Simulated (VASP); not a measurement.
Data:

```
CELL_PARAMETERS angstrom
      1.32476    -2.29455     0.00000
      1.32476     2.29455     0.00000
      0.00000     0.00000     4.18399
ATOMIC_POSITIONS crystal
  Ru 0.33333 0.66667 0.25000
  Ru 0.66667 0.33333 0.75000
```

Method: PBE GGA, VASP's PBE PAW potentials (set 64) (plane waves; VASP 6.6.1). Numerical set-up: 500 eV cut-off, 16×16×9 Γ-centred mesh, first-order Methfessel-Paxton smearing of 0.10 eV, potentials Ru_pv.

Energy and stress use the plane-wave basis of the starting cell.

The ions, cell shape and volume at an external pressure of 45.0 GPa are relaxed. Give the cell that the relaxation ends in.

```
CELL_PARAMETERS angstrom
      1.31034    -2.26957     0.00000
      1.31034     2.26957     0.00000
      0.00000     0.00000     4.14409
ATOMIC_POSITIONS crystal
  Ru 0.33333 0.66667 0.25000
  Ru 0.66667 0.33333 0.75000
```
Space group P6_3/mmc (194), at a tolerance of 0.03 Å.

How do energy and volume change from the first to the last step?

The energy (σ→0) changes by +91.8 meV/atom and the volume by -3.1 %, in 7 ionic steps.

```
step  E(σ→0) (eV)  max force (eV/Å)  pressure (GPa)  volume (Å³)
----  -----------  ----------------  --------------  -----------
1        -18.2909             0.000           29.90        25.44
2        -16.1931             0.000          149.26        21.28
3        -18.1243             0.000           43.88        24.71
4        -18.1119             0.000           44.83        24.66
5        -18.1076             0.000           45.13        24.65
6        -18.1069             0.000           45.15        24.65
7        -18.1074             0.000           45.12        24.65
```

The compound is Ru in the hcp structure. This run relaxes it under an external pressure of 45 GPa. Symmetry was kept, so distortions that lower it aren't found.
